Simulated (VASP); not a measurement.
Consider the following.

```
CELL_PARAMETERS angstrom
      0.00000     2.94270     2.94270
      2.94270     0.00000     2.94270
      2.94270     2.94270     0.00000
ATOMIC_POSITIONS crystal
  Ag 0.00000 0.00000 0.00000
  Br 0.50000 0.50000 0.50000
```

Calculation: PBE GGA, VASP's PBE PAW potentials (set 64) (plane waves; VASP 6.6.1). Run with 400 eV cut-off, 6×6×6 Γ-centred mesh, Gaussian smearing of 0.050 eV, potentials Ag Br.

Question: What does the run give for the energy per atom (σ→0), pressure, band gap (on the k-mesh) with the smallest direct gap where there is one?

Answer: 
- band gap (on the k-mesh) = 0.70 eV
- smallest direct gap (on the k-mesh) = 2.37 eV
- energy per atom (σ→0) = -2.498 eV/atom
- pressure = -1.03 GPa

Total energies compare only between runs with the same potentials, cut-off and functional.

The compound is AgBr in the rock salt structure. The cell was not relaxed at this level.
